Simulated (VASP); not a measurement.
```
PbO2
1.0
    5.06879     0.00000     0.00000
    0.00000     5.06879     0.00000
    0.00000     0.00000     3.45527
Pb O
2 4
Direct
  0.00000   0.00000   0.00000
  0.50000   0.50000   0.50000
  0.30778   0.30778   0.00000
  0.80778   0.19222   0.50000
  0.19222   0.80778   0.50000
  0.69222   0.69222   0.00000
```

These are PBE GGA, VASP's PBE PAW potentials (set 64) (plane waves; VASP) values and carry that method's errors. Settings: 520 eV cut-off, 5×5×7 Γ-centred mesh, tetrahedra with Blöchl corrections, potentials Pb_d O.

### Question
The job: PbO2 (rutile), 6 atoms, PBE, static run, 520 eV, 5×5×7 Γ-centred mesh. Roughly how much core time does it take on a busy server core?

### Answer
About 40 core-seconds (one run on a shared machine, a rough figure). It had 24 irreducible k-points, 31 bands, up to 2417 plane waves and 17 electronic steps.

The compound is PbO2 in the rutile structure. It was relaxed first, which changed the volume by +6 %.
